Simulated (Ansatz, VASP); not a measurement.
# Sc: VASP beside Ansatz

Aim: how closely do two programs agree when they are given the same cell, functional and k mesh? The structure shown is the end of the Ansatz relaxation below.

Method: plane waves, with VASP 6.6.1 beside it; single point at LDA, in Ansatz 0.2.0.

**1. Set-up**

It takes space group P6_3/mmc (No. 194, hexagonal). The conventional cell has a = 3.360 Å, b = 3.360 Å, c = 4.872 Å, α = 90.00°, β = 90.00°, γ = 120.00°. Sc has 12 Sc at 3.11 to 3.36 Å nearest.

**2. Ansatz: relaxation, LDA**

Ansatz runs on its PAW soft_1 files.

This run makes the geometry at which the two programs are then compared.

Contents of input.yaml:

```yaml
crystal:
  lattice:
    - [3.3596668418, 0.0, 0.0]
    - [-1.6798334209, 2.9095568333, 0.0]
    - [0.0, 0.0, 4.8986362717]
  atoms:
    - { symbol: Sc, position: [0.3333333333, 0.6666666667, 0.25] }
    - { symbol: Sc, position: [0.6666666667, 0.3333333333, 0.75] }
kpoints:
  mp_grid: { grid: [15, 15, 8] }
hamiltonian:
  xc: lda
  pseudopotentials: { kind: paw, azcp: { folder: soft_1 }, xc_functional: pbe }
scf:
  occupations: { method: methfessel_paxton, width: 0.2 }
output:
  forces: true
  stress: true
  eigenvalues: true
relax:
  adjacent_minimum: "off"
  f_tol: 0.001
  max_steps: 60
  cell: { stress_tol: 0.01, fix: [a, b, gamma] }
```

Command:

```console
$ ansatz run input.yaml --threads 4 --pin off --max-ram 10240MiB --backend cpu --events-out ev --progress --plain --runs-dir out
```

Numbers of over 12 decimals in the logs are rounded to 6 here.

Log:

```text
Engine: ansatz 0.2.0, x86_64-unknown-linux-gnu
Pseudopotentials: kind: paw
Pseudopotential: Sc, paw, valence charge 11, recommended cutoff 420 eV (normal), soft_1/Sc.paw.azcp
Functional definition: SPW92
  exchange = slater_x
  correlation = pw_c
Crystal: 2 atoms, lattice volume = 47.885 Å³
Basis set: ecut = 420 eV, 929 PW (Γ)
Bands: 15, of which v1, the nominal top of the filled ones, is band 11 counted from 1 (10 counted from 0)
Symmetry: 24 space group operations
Space group: P63/mmc (ITA 194), of the structure as read, at distance tolerance 3.6e-5 Å
k-points: 135 of 1800
Non-local potential: Sc, projectors of the file, l = 0: 3, l = 1: 2, l = 2: 3, l = 3: 1
PAW form: soft (Blöchl's): semilocal exchange-correlation on the pseudo side does not see the compensation charge
PAW frozen core: Sc, regenerated for the run's functional, and the local potential with it (the file was generated under x = pbe(κ = 0.804, μ = 0.219515), c = pbe(β = 0.066725))
PAW one-centre angular grid: Sc, 590 points (default); XC on 64 Gauss nodes
Initial density: superposition of atomic densities (chi_scale 0.1, normalization cell)
Initial wavefunctions: pseudopotential atomic-orbital guess
Functional: x = slater, c = lda
SCF iter   1: F=—  HF=-4178.094328 eV  |F-HF|=—  |Δ(HF+E_count)|=         —  Δρ=2.38e-2  dr2=3.36e-1  ethr=3.10e-3  ⟨swp⟩=3.1  Hψ=7385  notcnv=0
preconditioner: auto → none  [metal: Δε(μ)=0.015 eV  Ē_g=2.670 eV  σ=0.200 eV  W_gap=0.06  n_scr=8 (ndim 8)  ℏωp=13.1 eV  f_vac=0.000  D(μ)=3.81/eV (n_scr^D=40)  sad-step TF]
SCF iter   2: F=—  HF=-4178.009185 eV  |F-HF|=—  |Δ(HF+E_count)|=   8.51e-2  S|Δr|=    0.00e0  Δρ=1.31e-2  dr2=1.12e-1  ethr=1.53e-3  ⟨swp⟩=2.0  Hψ=3537  notcnv=0  defer=2
SCF iter   3: F=—  HF=-4177.970642 eV  |F-HF|=—  |Δ(HF+E_count)|=   3.85e-2  S|Δr|=    0.00e0  Δρ=9.07e-4  dr2=2.63e-4  ethr=5.08e-4  ⟨swp⟩=3.0  Hψ=3829  notcnv=0  defer=2
SCF iter   4: F=—  HF=-4177.970888 eV  |F-HF|=—  |Δ(HF+E_count)|=   2.47e-4  S|Δr|=    0.00e0  Δρ=7.81e-5  dr2=2.27e-6  ethr=1.20e-6  ⟨swp⟩=2.2  Hψ=2907  notcnv=0  defer=2
SCF iter   5: F=—  HF=-4177.970890 eV  |F-HF|=—  |Δ(HF+E_count)|=   2.08e-6  S|Δr|=    0.00e0  Δρ=1.52e-5  dr2=9.66e-8  ethr=4.55e-10  ⟨swp⟩=5.9  Hψ=8577  notcnv=0
SCF iter   6: F=-4177.970890 eV  HF=-4177.970890 eV  |F-HF|=2.87e-10  |Δ(HF+E_count)|=   3.59e-8  S|Δr|=    0.00e0  Δρ=1.74e-6  dr2=8.66e-10  ethr=4.39e-10  ⟨swp⟩=2.0  Hψ=7457  notcnv=0
SCF 1 converged in 6 iterations: F = -4177.970890 eV  dr2 = 8.66e-10
  greatest PAW one-centre occupation: 0.998 electrons in one spin orbital (limit 2), on the Sc atom at site 1 (counted from 0), in its partial waves of l = 0
relax step   1: F+E_penalty+E_count = -4177.97089044 eV  Δ(F+E_penalty+E_count) = +0.000e0 eV  max|allowed force component| = 3.701e-17 eV/Å  Δτ_max = 0.0000 Å  P = -3.463 GPa  Ω = 47.885 Å³  fix = [a, b, gamma]  reactions: a -4.917, b -4.917 GPa  (6 SCF iters, dr2 threshold 1.00e-7 eV, accepted)
[...]
relax step   2: F+E_penalty+E_count = -4177.97135598 eV  Δ(F+E_penalty+E_count) = -4.655e-4 eV  max|allowed force component| = 2.961e-16 eV/Å  Δτ_max = 0.0000 Å  P = -3.198 GPa  Ω = 47.631 Å³  energy of the carried Pulay correction = +1.429e-5 eV  fix = [a, b, gamma]  reactions: a -4.791, b -4.791 GPa  (3 SCF iters, dr2 threshold 2.00e-7 eV, accepted)
[...]
relax step   3: F+E_penalty+E_count = -4177.97135658 eV  Δ(F+E_penalty+E_count) = -5.907e-7 eV  max|allowed force component| = 2.405e-16 eV/Å  Δτ_max = 0.0000 Å  P = -3.192 GPa  Ω = 47.625 Å³  energy of the carried Pulay correction = +1.462e-5 eV  fix = [a, b, gamma]  reactions: a -4.788, b -4.788 GPa  (4 SCF iters, dr2 threshold 4.00e-10 eV, accepted)
[...]
relax step   4: F+E_penalty+E_count = -4177.97134285 eV  Δ(F+E_penalty+E_count) = +1.372e-5 eV  max|allowed force component| = 2.313e-16 eV/Å  Δτ_max = 0.0000 Å  P = -3.193 GPa  Ω = 47.625 Å³  fix = [a, b, gamma]  reactions: a -4.789, b -4.789 GPa  stress off target by 8.92e-4 GPa on what of the cell is left free  SCF on the basis re-selected at this cell (its energy is not comparable with the rows above)  (4 SCF iters)
basis re-selected at this cell: Δ(F+E_penalty+E_count) = +1.372e-5 eV, ΔP = -0.000 GPa vs the last step (what re-selecting the basis moved, of the pressure what is left beyond the Pulay correction that the steps carried, after the strain that the cell walked since its last selection, with what the two solves' SCF thresholds leave and, on support functions, any second-order correction that the steps lacked; it is no m [...]
SCF converged after 4 iterations
Stability not checked: this state was not tested for a lower state beside it, because cold or Methfessel-Paxton smearing, or corrected tetrahedra, fill the levels in a way that the test cannot read (fill_not_monotonic; see scf.lower_state_search)
Free energy (F): -4177.971343 eV
Harris-Foulkes:  -4177.971343 eV  (|F-HF|=0.00e0)
Internal energy: -4177.968351 eV  (E = F + TS)
E sigma→0 (E₀):  -4177.970595 eV
Entropy (-TS):   -0.002992 eV (-1.496 meV/atom)
Fermi energy:    9.212513 eV
--- Per-component energies (eV) ---
  E_band       = -332.120759
  E_kinetic    = 413.632902
  E_local      = -1679.155656  (includes V_loc(G=0)·N_el)
  E_nonlocal   = 293.427366
  E_hartree    = 598.295514
  E_xc         = -168.783542
  E_vxc        = -208.691846  (∫ρ·V_xc dr)
  E_paw        = -1889.934514  (= ΣΔE_a)
  E_vpaw       = -347.924607  (= ΣTr[D̂ρ^β])
  E_aug_tail   = 0.000059  (compensation charges beyond the density's cutoff)
  E_ewald      = -1746.060326
  E_core_change = 0.609846  (= ΣΔE_core)
  E_smearing   = -0.002992  (= −TS)
  E_closure    = 0.000000  (closes the sum)
  Σ components = -4177.971343   (vs F -4177.971343, Δ=0.00e0)
--- Forces (eV/Å), atoms counted from 1 ---
  atom   1  Sc     0.00000000    -0.00000000     0.00000000
  atom   2  Sc    -0.00000000     0.00000000    -0.00000000
  max |Σ_I F_I| component: 1.85e-17 eV/Å
--- Stress (GPa, compression-positive) ---
       -4.788510       0.000000       0.000000
        0.000000      -4.788510       0.000000
        0.000000       0.000000      -0.000892
  P = ⅓ Tr σ = -3.1926 GPa (-31.926 kbar)
--- Band table (eV; the first three rows and the last of 135) ---
  k-point 0: bands = [... 7 lower, -18.2084, 4.1099, 7.6305, 10.5871, 10.7166, 10.7166, 11.2653, 11.2653]
  k-point 1: bands = [... 7 lower, -18.2312, 4.2312, 7.5387, 10.4282, 10.6003, 10.6003, 11.1915, 11.1915]
  k-point 2: bands = [... 7 lower, -18.2958, 4.5855, 7.2007, 10.2014, 10.4664, 10.4664, 10.9537, 10.9537]
  k-point 134: bands = [... 7 lower, -18.2891, 8.7851, 8.7851, 9.0591, 9.0591, 9.5374, 9.5374, 11.7122]
--- Relaxed structure (3 steps of the walk, 3 accepted, 1 SCFs on fresh bases) ---
  F+E_penalty+E_count = -4177.97134285 eV   max|allowed force component| = 2.313e-16 eV/Å   (the final SCF, on the basis selected at the relaxed cell)
  cell:  # Å, volume = 47.6250 Å³
    - [3.359667, 0, 0]
    - [-1.679833, 2.909557, 0]
    - [0, 0.0, 4.872049]
  atoms:
    - { symbol: Sc, position: [0.333333, 0.666667, 0.25] }
    - { symbol: Sc, position: [0.666667, 0.333333, 0.75] }
```

**3. VASP: single point, LDA**

The same cell, functional (in two slightly different forms), mesh and smearing now go to VASP, with its own data sets.

Lines of VASP's logs that name or quote its potential files are left out, and so is its time.

Contents of INCAR:

```
SYSTEM = Sc
PREC = Accurate
ENCUT = 500
EDIFF = 1E-06
NELM = 120
ISMEAR = 1
SIGMA = 0.2
LREAL = .FALSE.
ALGO = Normal
GGA = CA
NBANDS = 17
LASPH = .TRUE.
LORBIT = 11
LWAVE = .FALSE.
LCHARG = .FALSE.
ISIF = 2
GGA_COMPAT = .FALSE.
KPAR = 2
```

Contents of POSCAR:

```
Sc
1.0
    3.3596668418      0.0000000000      0.0000000000
   -1.6798334209      2.9095568333      0.0000000000
    0.0000000000      0.0000000000      4.8720487601
Sc
2
Direct
    0.3333333333      0.6666666667      0.2500000000
    0.6666666667      0.3333333333      0.7500000000
```

Contents of KPOINTS:

```
Automatic mesh
0
Gamma
15 15 8
0 0 0
```

The projector-augmented-wave data sets are Sc_sv (LDA family, release 64).

Command:

```console
$ mpirun -np 2 vasp_std
```

Log:

```text
[banner, memory and clock lines left out]
running    2 mpi-ranks, on    1 nodes
 distrk:  each k-point on    1 cores,    2 groups
 distr:  one band on    1 cores,    1 groups

 POSCAR found type information on POSCAR Sc
 POSCAR found :  1 types and       2 ions
 LDA part: xc-table for (Slater(with rela. corr.)+CA(PZ))
 , standard interpolation
 POSCAR, INCAR and KPOINTS ok, starting setup
 FFT: planning ... GRIDC
 FFT: planning ... GRID_SOFT
 FFT: planning ... GRID
 WAVECAR not read
 entering main loop
       N       E                     dE             d eps       ncg     rms          rms(c)
DAV:   1     0.357100147667E+03    0.35710E+03   -0.10703E+04  4614   0.137E+03
DAV:   2     0.528822639988E+01   -0.35181E+03   -0.34510E+03  6087   0.590E+02
DAV:   3    -0.144482055358E+02   -0.19736E+02   -0.19000E+02  7766   0.173E+02
DAV:   4    -0.147638328354E+02   -0.31563E+00   -0.31150E+00  6731   0.195E+01
DAV:   5    -0.147685393713E+02   -0.47065E-02   -0.47045E-02  7914   0.261E+00    0.789E+00
DAV:   6    -0.135688307607E+02    0.11997E+01   -0.27764E+00  6054   0.201E+01    0.231E+00
DAV:   7    -0.134092888790E+02    0.15954E+00   -0.63429E-01  6362   0.864E+00    0.779E-01
DAV:   8    -0.133953660988E+02    0.13923E-01   -0.29676E-02  7216   0.249E+00    0.230E-01
DAV:   9    -0.133942919112E+02    0.10742E-02   -0.64519E-03  6597   0.910E-01    0.221E-02
DAV:  10    -0.133943147596E+02   -0.22848E-04   -0.82813E-05  7412   0.139E-01    0.342E-03
DAV:  11    -0.133943152236E+02   -0.46395E-06   -0.11640E-06  4828   0.128E-02
   1 F= -.13394315E+02 E0= -.13393352E+02  d E =-.288833E-02
```

Parts of OUTCAR (step 3):

```text
ion  position               nearest neighbor table
   1  0.333  0.667  0.250-   2 3.11   2 3.11   2 3.11   2 3.11   2 3.11   2 3.11
   2  0.667  0.333  0.750-   1 3.11   1 3.11   1 3.11   1 3.11   1 3.11   1 3.11

  LATTYP: Found a hexagonal cell.
 ALAT       =     3.3596668418
 C/A-ratio  =     1.4501583013

 Subroutine GETGRP returns: Found 24 space group operations
 (whereof 12 operations were pure point group operations)

The static configuration has the point symmetry D_3d.
 The point group associated with its full space group is D_6h.

 Found    135 irreducible k-points:

   k-points           NKPTS =    135   k-points in BZ     NKDIM =    135   number of bands    NBANDS=     17

   dimension x,y,z NGX =    28 NGY =   28 NGZ =   36
   dimension x,y,z NGXF=    56 NGYF=   56 NGZF=   72

   ENCUT  =  500.0 eV  36.75 Ry    6.06 a.u.   6.13  6.13  8.88*2*pi/ulx,y,z

   NELECT =      22.0000    total number of electrons

 k-points in reciprocal lattice and weights: Automatic mesh
   0.00000000  0.00000000  0.00000000       0.001
   0.06666667 -0.00000000  0.00000000       0.003
   0.13333333  0.00000000  0.00000000       0.003
   0.20000000 -0.00000000  0.00000000       0.003
   0.26666667  0.00000000  0.00000000       0.003
   0.33333333  0.00000000  0.00000000       0.003
   0.40000000  0.00000000  0.00000000       0.003
   0.46666667 -0.00000000  0.00000000       0.003
   0.06666667  0.06666667  0.00000000       0.003
[...]
0.33333333  0.26666667  0.50000000       0.007
   0.33333333  0.33333333  0.50000000       0.001

 average (electrostatic) potential at core
       1 -46.9404       2 -46.9404

 E-fermi :   3.6351

 k-point     1 :       0.0000    0.0000    0.0000
  band No.  band energies     occupation
    ...
      6     -23.8247      2.00000
      7     -23.8247      2.00000
      8     -23.7528      2.00000
      9      -1.4690      2.00000
     10       2.0495      2.00000
     11       5.0184     -0.00000
     12       5.1369     -0.00000
     13       5.1369     -0.00000
     14       5.6867     -0.00000
     15       5.6874     -0.00000
    ...

 k-point     2 :       0.0667   -0.0000    0.0000
  band No.  band energies     occupation
    ...
      6     -23.8359      2.00000
      7     -23.8254      2.00000
      8     -23.7571      2.00000
      9      -1.3736      2.00000
     10       2.1211      2.00000
     11       4.8635     -0.00000
     12       4.9743     -0.00000
     13       5.2070     -0.00000
     14       5.6253     -0.00000
     15       5.6275     -0.00000
    ...

 k-point     3 :       0.1333    0.0000    0.0000
  band No.  band energies     occupation
    ...
      6     -23.8670      2.00000
      7     -23.8275      2.00000
      8     -23.7699      2.00000
      9      -1.0931      2.00000
     10       2.3194      2.00000
     11       4.4922     -0.00000
     12       4.6280     -0.00000
     13       5.4128     -0.00000
     14       5.4678     -0.00000
     15       5.5346     -0.00000
    ...

  Total       -1.4066341     -1.4066341      0.0143663      0.0000000      0.0000000     -0.0000000
  in kB      -47.3213423    -47.3213423      0.4833047      0.0000000      0.0000000     -0.0000000
  external PRESSURE =     -31.3864600 kB  Pullay stress =       0.0000000 kB

  energy-cutoff  :      500.00
  volume of cell :       47.62
      direct lattice vectors                 reciprocal lattice vectors
     3.359666842  0.000000000  0.000000000     0.297648561  0.171847477  0.000000000
    -1.679833421  2.909556833  0.000000000     0.000000000  0.343694953  0.000000000
     0.000000000  0.000000000  4.872048760     0.000000000  0.000000000  0.205252461

 POSITION                                       TOTAL-FORCE (eV/Angst)
 -----------------------------------------------------------------------------------
     -0.00000      1.93970      1.21801        -0.000000      0.000000      0.000000
      1.67983      0.96985      3.65404         0.000000      0.000000      0.000000
 -----------------------------------------------------------------------------------
    total drift:                                0.000000     -0.000000      0.000000

  FREE ENERGIE OF THE ION-ELECTRON SYSTEM (eV)
  ---------------------------------------------------
  free  energy   TOTEN  =       -13.3943152236 eV

  energy  without entropy=      -13.3914268941  energy(sigma->0) =      -13.39335245

 total charge
# of ion       s       p       d       tot
------------------------------------------
    1        2.287   6.102   1.062   9.451
    2        2.287   6.102   1.062   9.451
--------------------------------------------------
tot          4.575  12.203   2.125  18.903

[... 3 further parts left out ...]
```

The run ends at a pressure of -3.14 GPa.

**4. Side by side**

Known differences besides the potentials themselves: the two LDA forms differ slightly; the cutoff is 420 eV in Ansatz and 500 eV in VASP; VASP's log shows a relativistic correction to its local exchange, Ansatz's none; Ansatz's pressure holds a Pulay correction, VASP's none. Total energies have different zeros and are not compared.

Both answers:

| quantity | Ansatz | VASP | difference |
| --- | --- | --- | --- |
| pressure (GPa) | -3.19 | -3.14 | -0.05 |

**5. Summary of results**

- difference in pressure (single point, LDA): -0.054 GPa

**Reading.** The difference in pressure is -0.054 GPa (single point, LDA), within the 1 GPa picked in this series as the mark of a large difference. How closely two codes agree says nothing of how well the functional describes the real material.

[Lines on the potential files, build, host, timing and source positions are cut from VASP's logs without a mark.]

[Logs are printed without paths, hosts, clocks, repeated set-up lines and the standing remarks that a program may print on its own settings, such as how far it seeks lower states.]

[Hosts, paths, dates, database ids (printed as entryN), source tags and the programs' standing remarks are cut or masked in the printed files.]
